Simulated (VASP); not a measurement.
VASP ran on this input.

KPOINTS:
```
Automatic mesh
0
G
6 6 9
0 0 0
```

INCAR:
```
ALGO = Normal
EDIFF = 1E-6
EDIFFG = -0.02
ENCUT = 530
GGA = PS
IBRION = 2
ISIF = 3
ISMEAR = 1
LASPH = .True.
LCHARG = .False.
LMAXMIX = 6
LREAL = .False.
LWAVE = .False.
NELM = 100
NSW = 60
PREC = Accurate
SIGMA = 0.1
SYSTEM = IrO2
```

File POSCAR:
```
IrO2
1.0
  4.4863191947   0.0000000000   0.0000000000
  0.0000000000   4.4863191947   0.0000000000
  0.0000000000   0.0000000000   3.1624045166
Ir O
2 4
Cartesian
  0.0000000000   0.0000000000   0.0000000000
  2.2431595974   2.2431595974   1.5812022583
  1.3848145774   1.3848145774   0.0000000000
  3.6279741748   0.8583450199   1.5812022583
  0.8583450199   3.6279741748   1.5812022583
  3.1015046173   3.1015046173   0.0000000000
```

POTCAR, in this order: Ir O (PBE.64 set). Program: vasp_std.

Problem. Write an equivalent input for Ansatz.

Solution. One equivalent input (not run):
Ansatz 0.2 input:
```yaml
crystal:
  lattice:
    - [4.4863192, 0.0000000, 0.0000000]
    - [0.0000000, 4.4863192, 0.0000000]
    - [0.0000000, 0.0000000, 3.1624045]
  atoms:
    - { symbol: Ir, position: [0.0000000, 0.0000000, 0.0000000] }
    - { symbol: Ir, position: [0.5000000, 0.5000000, 0.5000000] }
    - { symbol: O, position: [0.3086750, 0.3086750, 0.0000000] }
    - { symbol: O, position: [0.8086750, 0.1913250, 0.5000000] }
    - { symbol: O, position: [0.1913250, 0.8086750, 0.5000000] }
    - { symbol: O, position: [0.6913250, 0.6913250, 0.0000000] }
kpoints:
  mp_grid: { grid: [6, 6, 9] }
hamiltonian:
  xc: pbesol
  pseudopotentials: { kind: paw }
scf:
  occupations: { method: methfessel_paxton, width: 0.1 }
  max_iter: 100
relax:
  max_steps: 60
  f_tol: 0.02
  cell: {}
output: { forces: true, stress: true, eigenvalues: true }
```
The two are equivalent in intent, not identical: each code has its own PAW files, so the cut-off isn't converted (ENCUT is set for VASP's; basis.ecutwfc is left out, and Ansatz then takes the one that its files recommend); Ansatz stops its SCF on the density residual and VASP on the energy change (EDIFF).

The compound is IrO2 in the rutile structure. It was relaxed first. The start is the result of an earlier pass.
